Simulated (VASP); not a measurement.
An input for Ansatz (written as the equivalent of a VASP run, and not itself run):

Ansatz 0.2 input:
```yaml
crystal:
  lattice:
    - [0.0000000, 2.9759082, 2.9759082]
    - [2.9759082, 0.0000000, 2.9759082]
    - [2.9759082, 2.9759082, 0.0000000]
  atoms:
    - { symbol: Lu, position: [0.0000000, 0.0000000, 0.0000000] }
    - { symbol: Te, position: [0.5000000, 0.5000000, 0.5000000] }
kpoints:
  mp_grid: { grid: [10, 10, 10] }
hamiltonian:
  xc: pbesol
  pseudopotentials: { kind: paw }
scf:
  occupations: { method: methfessel_paxton, width: 0.1 }
  max_iter: 100
relax:
  max_steps: 30
  f_tol: 0.001
output: { forces: true, stress: true, eigenvalues: true }
```

Question: Translate this input to VASP (INCAR, KPOINTS, POSCAR, choice of POTCAR).

Answer: Several could match; the one computed here: 
File KPOINTS:
```
Automatic mesh
0
G
  10 10 10
0 0 0
```

INCAR:
```
# general
SYSTEM =LuTe
PREC   =Accurate
ENCUT  =400   # plane-wave cut-off (eV)
LREAL  =.False.
LASPH  =.True.

# electronic loop
EDIFF  =1E-8   # SCF stop (eV)
NELM   =100
ALGO   =Normal   # blocked Davidson
LMAXMIX=6   # l cut-off of mixed one-centre charges

# smearing
ISMEAR =1   # Methfessel-Paxton
SIGMA  =0.1

# functional
GGA    =PS

# ions
IBRION =1
NSW    =30
ISIF   =2   # forces and stress, cell fixed
EDIFFG =-0.001

# output
LWAVE  =.False.
LCHARG =.False.
```

**POSCAR**
```
LuTe
1.0
  0.0000000000   2.9759082306   2.9759082306
  2.9759082306   0.0000000000   2.9759082306
  2.9759082306   2.9759082306   0.0000000000
Lu Te
1 1
Cart
  0.0000000000   0.0000000000   0.0000000000
  2.9759082306   2.9759082306   2.9759082306
```

POTCAR, in this order: Lu_3 Te (PBE.64 set). Program: vasp_std.

What does not carry over: each code has its own PAW files, so the cut-off isn't converted (ENCUT is set for VASP's; basis.ecutwfc is left out, and Ansatz then takes the one that its files recommend); Ansatz stops its SCF on the density residual and VASP on the energy change (EDIFF).

The structure comes from a computed database's LuTe entry (Fm-3m); how it stands against other phases isn't given here. It was relaxed first. The start is the result of an earlier pass.
